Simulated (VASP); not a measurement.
Here is the system:

```yaml
crystal:
  lattice:
    - [0.00000, 3.19500, 3.19500]
    - [3.19500, 0.00000, 3.19500]
    - [3.19500, 3.19500, 0.00000]
  atoms:
    - { symbol: Mg, position: [0.25000, 0.25000, 0.25000] }
    - { symbol: Mg, position: [0.75000, 0.75000, 0.75000] }
    - { symbol: Ge, position: [0.00000, 0.00000, 0.00000] }
```

Calculation: LDA (Ceperley-Alder, Perdew-Zunger), VASP's LDA PAW potentials (set 64) (plane waves; VASP). Numerical set-up: 300 eV cut-off, 5×5×5 Γ-centred mesh, Fermi-Dirac smearing of 0.050 eV, potentials Mg Ge_d.

### Question
Give the energies of bands 7 to 12 at the high-symmetry points, in eV from the valence-band maximum.

### Answer

| band | Γ | X | U | L | W |
|---|---|---|---|---|---|
| 7 | 0.00 | -4.55 | -4.11 | -4.86 | -3.69 |
| 8 | 0.00 | -2.01 | -3.52 | -0.74 | -3.69 |
| 9 | 0.00 | -2.01 | -1.68 | -0.74 | -2.70 |
| 10 | 0.89 | 0.12 | 0.66 | 0.88 | 2.76 |
| 11 | 2.77 | 0.46 | 3.06 | 2.73 | 3.66 |
| 12 | 2.77 | 7.79 | 5.94 | 2.73 | 3.70 |

The gap is indirect, 0.12 eV, from the valence maximum at Γ to the conduction minimum at X.

The structure is a typed Mg2Ge crystal. The cell was not relaxed at this level.
